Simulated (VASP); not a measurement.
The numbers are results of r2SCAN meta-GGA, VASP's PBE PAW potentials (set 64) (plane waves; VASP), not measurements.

VASP input:

KPOINTS:
```
Automatic mesh
0
Gamma
6 6 4
0 0 0
```

### POSCAR
```
HfO2
1.0
  3.5596431182   0.0000000000   0.0000000000
  0.0000000000   3.5596431182   0.0000000000
  0.0000000000   0.0000000000   5.1759143480
Hf O
2 4
direct
  0.0000000000   0.0000000000   1.0000000000
  0.5000000000   0.5000000000   0.5000000000
  0.0000000000   0.5000000000   0.1971777788
  0.0000000000   0.5000000000   0.6971777788
  0.5000000000   0.0000000000   0.3028222212
  0.5000000000   1.0000000000   0.8028222212
```

INCAR:
```
SYSTEM  =  HfO2
LWAVE  =  .FALSE.
LASPH  =  .TRUE.   ! aspherical one-centre terms
ISIF  =  3   ! ions, shape and volume
EDIFF  =  1E-6
ENCUT  =  520   ! plane-wave cut-off (eV)
LMIXTAU  =  .TRUE.
LCHARG  =  .FALSE.
EDIFFG  =  -0.02
IBRION  =  2
PREC  =  Accurate
LREAL  =  .FALSE.   ! projection in real space or not
ALGO  =  Normal
NSW  =  60
ISMEAR  =  0
NELM  =  100   ! most electronic steps
METAGGA  =  R2SCAN
SIGMA  =  0.05
LMAXMIX  =  6
```

POTCAR, in this order: Hf_pv O (PBE.64 set). Program: vasp_std.

Output of the run:

OUTCAR:
```
 ion  position               nearest neighbor table
   1  0.000  0.000  0.000-   3 2.05   6 2.05   3 2.05   6 2.05   5 2.37   4 2.37   5 2.37   4 2.37
                             2 3.61   2 3.61   2 3.61   2 3.61   2 3.61   2 3.61   2 3.61   2 3.61
   2  0.500  0.500  0.500-   4 2.05   5 2.05   5 2.05   4 2.05   3 2.37   6 2.37   3 2.37   6 2.37
                             1 3.61   1 3.61   1 3.61   1 3.61   1 3.61   1 3.61   1 3.61   1 3.61
   3  0.000  0.500  0.197-   1 2.05   1 2.05   2 2.37   2 2.37
   4  0.000  0.500  0.697-   2 2.05   2 2.05   1 2.37   1 2.37
   5  0.500  0.000  0.303-   2 2.05   2 2.05   1 2.37   1 2.37
   6  0.500  0.000  0.803-   1 2.05   1 2.05   2 2.37   2 2.37
  LATTYP: Found a simple tetragonal cell.
 ALAT       =     3.5596431182
 C/A-ratio  =     1.4540542903
 Subroutine PRICEL returns:
 Original cell was already a primitive cell.
 Subroutine GETGRP returns: Found 16 space group operations
The static configuration has the point symmetry D_2d.
 The point group associated with its full space group is D_4h.
The dynamic configuration has the point symmetry D_2d.
 Subroutine INISYM returns: Found 16 space group operations
 Subroutine IBZKPT returns following result:
 Found     30 irreducible k-points:

 Following reciprocal coordinates:
            Coordinates               Weight
  0.000000  0.000000  0.000000      1.000000
...
```

**OSZICAR**
```
       N       E                     dE             d eps       ncg     rms          rms(c)
DAV:   1     0.188008032736E+03    0.18801E+03   -0.26334E+04  1560   0.173E+03
DAV:   2    -0.147783664439E+03   -0.33579E+03   -0.32994E+03  2070   0.412E+02
DAV:   3    -0.160934361799E+03   -0.13151E+02   -0.13128E+02  1844   0.788E+01
DAV:   4    -0.161065012901E+03   -0.13065E+00   -0.13058E+00  2096   0.867E+00
DAV:   5    -0.161066337481E+03   -0.13246E-02   -0.13243E-02  1982   0.777E-01    0.826E+01
DAV:   6    -0.140099382385E+03    0.20967E+02   -0.40905E+01  1870   0.378E+01    0.627E+01
DAV:   7    -0.137565106926E+03    0.25343E+01   -0.42099E+00  1894   0.162E+01    0.227E+01
DAV:   8    -0.142470250276E+03   -0.49051E+01   -0.29097E+00  1632   0.144E+01    0.764E+00
DAV:   9    -0.135761628935E+03    0.67086E+01   -0.27489E+00  1590   0.109E+01    0.723E+00
DAV:  10    -0.137190184644E+03   -0.14286E+01   -0.12261E+00  1586   0.865E+00    0.215E+00
DAV:  11    -0.137186014009E+03    0.41706E-02   -0.15048E-02  1958   0.111E+00    0.847E-01
DAV:  12    -0.137258685266E+03   -0.72671E-01   -0.90678E-03  1582   0.920E-01    0.321E-01
DAV:  13    -0.137301915681E+03   -0.43230E-01   -0.17770E-02  1568   0.128E+00    0.310E-01
DAV:  14    -0.137301350027E+03    0.56565E-03   -0.61616E-04  2012   0.245E-01    0.323E-01
DAV:  15    -0.137305134598E+03   -0.37846E-02   -0.10370E-03  1568   0.333E-01    0.564E-02
DAV:  16    -0.137305144437E+03   -0.98398E-05   -0.19041E-04  1574   0.108E-01    0.652E-02
DAV:  17    -0.137305265520E+03   -0.12108E-03   -0.19283E-05  1614   0.498E-02    0.455E-02
DAV:  18    -0.137305356156E+03   -0.90636E-04   -0.60195E-05  1564   0.682E-02    0.190E-02
DAV:  19    -0.137305364038E+03   -0.78822E-05   -0.64523E-06  1770   0.233E-02    0.130E-02
DAV:  20    -0.137305361853E+03    0.21854E-05   -0.11829E-06  1056   0.108E-02    0.754E-03
DAV:  21    -0.137305364592E+03   -0.27392E-05   -0.10287E-06  1038   0.930E-03    0.951E-04
DAV:  22    -0.137305364641E+03   -0.49128E-07   -0.85356E-08   780   0.247E-03
   1 F= -.13730536E+03 E0= -.13730536E+03  d E =-.137305E+03
       N       E                     dE             d eps       ncg     rms          rms(c)
DAV:   1    -0.137305525007E+03   -0.16042E-03   -0.25740E-02  1568   0.125E+00    0.965E-02
DAV:   2    -0.137305464461E+03    0.60546E-04   -0.29567E-04  2028   0.126E-01    0.711E-02
DAV:   3    -0.137305446589E+03    0.17872E-04   -0.38670E-05  1794   0.548E-02    0.353E-02
DAV:   4    -0.137305438396E+03    0.81929E-05   -0.14524E-05  1762   0.415E-02    0.865E-03
DAV:   5    -0.137305440911E+03   -0.25149E-05   -0.12004E-05  1582   0.351E-02    0.529E-03
DAV:   6    -0.137305441222E+03   -0.31083E-06   -0.30471E-06  1304   0.165E-02
   2 F= -.13730544E+03 E0= -.13730544E+03  d E =-.765808E-04
```

OUTCAR:
```
------------------------ aborting loop because EDIFF is reached ----------------------------------------
  FORCE on cell =-STRESS in cart. coord.  units (eV):
  Direction    XX          YY          ZZ          XY          YZ          ZX
  --------------------------------------------------------------------------------------
  Total       -0.0093462     -0.0093462      0.0477139      0.0000000      0.0000000     -0.0000000
  in kB       -0.2283427     -0.2283427      1.1657254      0.0000000      0.0000000     -0.0000000
  external PRESSURE =       0.2363467 kB  Pullay stress =       0.0000000 kB
  volume of cell :       65.58
      direct lattice vectors                 reciprocal lattice vectors
     3.561245643  0.000000000 -0.000000000     0.280800624  0.000000000  0.000000000
     0.000000000  3.561245643  0.000000000     0.000000000  0.280800624  0.000000000
     0.000000000  0.000000000  5.170768715     0.000000000  0.000000000  0.193394842
 POSITION                                       TOTAL-FORCE (eV/Angst)
 -----------------------------------------------------------------------------------
      0.00000      0.00000      0.00000        -0.000000     -0.000000     -0.000000
      1.78062      1.78062      2.58538         0.000000     -0.000000     -0.000000
      0.00000      1.78062      1.01893        -0.000000     -0.000000     -0.004567
      0.00000      1.78062      3.60432         0.000000      0.000000     -0.004567
      1.78062      3.56125      1.56645         0.000000     -0.000000      0.004567
      1.78062      3.56125      4.15184         0.000000     -0.000000      0.004567
 -----------------------------------------------------------------------------------
    total drift:                                0.000000      0.000000      0.000000
  FREE ENERGIE OF THE ION-ELECTRON SYSTEM (eV)
  ---------------------------------------------------
  free  energy   TOTEN  =      -137.3054412220 eV

  energy  without entropy=     -137.3054412220  energy(sigma->0) =     -137.30544122

 reached required accuracy - stopping structural energy minimisation
```
(Selected blocks of OUTCAR.)

CONTCAR:
```
HfO2
   1.00000000000000
     3.5612456428710049    0.0000000000000000   -0.0000000000000000
     0.0000000000000000    3.5612456428710049    0.0000000000000000
     0.0000000000000000    0.0000000000000000    5.1707687152607784
  Hf              O
     2     4
Direct
     0.0000000000000000    0.0000000000000000    0.0000000000000000
     0.5000000000000000    0.5000000000000000    0.5000000000000000
     0.0000000000000000    0.5000000000000000    0.1970564409603282
     0.0000000000000000    0.5000000000000000    0.6970564409603283
     0.5000000000000000    1.0000000000000000    0.3029435590396717
     0.5000000000000000    1.0000000000000000    0.8029435590396717
```

File OUTCAR:
```
 val. band max:        3.1085542016   @ k =   0.0000   0.0000   0.5000

 cond. band min:       8.4002110824   @ k =   0.0000   0.0000   0.0000


 Fermi energy:         3.4069235606

 k-point     1 :       0.0000    0.0000    0.0000
  band No.  band energies     occupation
      1     -27.1886      2.00000
      2     -26.7900      2.00000
      3     -26.7900      2.00000
      4     -26.7445      2.00000
      5     -26.6806      2.00000
      6     -26.6806      2.00000
      7     -15.9353      2.00000
      8     -14.3357      2.00000
      9     -13.9703      2.00000
     10     -13.3774      2.00000
     11      -2.2573      2.00000
     12      -1.7229      2.00000
     13      -1.5282      2.00000
     14      -1.5282      2.00000
     15       0.3894      2.00000
     16       0.3894      2.00000
     17       1.7745      2.00000
     18       1.7745      2.00000
     19       2.4439      2.00000
     20       2.9804      2.00000
     21       3.0279      2.00000
     22       3.0279      2.00000
     23       8.4002      0.00000
     24       8.4085      0.00000
     25       9.6557      0.00000
     26       9.8531      0.00000

 k-point     2 :       0.1667    0.0000    0.0000
  band No.  band energies     occupation
      1     -27.1479      2.00000
      2     -26.8687      2.00000
      3     -26.7794      2.00000
      4     -26.7701      2.00000
      5     -26.7547      2.00000
      6     -26.6846      2.00000
      7     -15.6825      2.00000
      8     -14.2727      2.00000
      9     -13.9868      2.00000
     10     -13.4813      2.00000
     11      -2.2950      2.00000
     12      -1.6096      2.00000
     13      -1.3380      2.00000
     14      -0.7874      2.00000
     15       0.0517      2.00000
     16       0.4109      2.00000
     17       1.5201      2.00000
     18       1.5681      2.00000
     19       2.4191      2.00000
     20       2.5398      2.00000
     21       2.8707      2.00000
     22       3.0336      2.00000
...
```

Unless said otherwise, spin-orbit coupling is left out, though it shifts the bands of the heavy elements here.

The structure was generated: HfO2 was put into the tetragonal-ZrO2 type (P4_2/nmc), which need not be its known phase. This run relaxes it. Symmetry was kept, so distortions that lower it aren't found. The start is the result of an earlier pass.
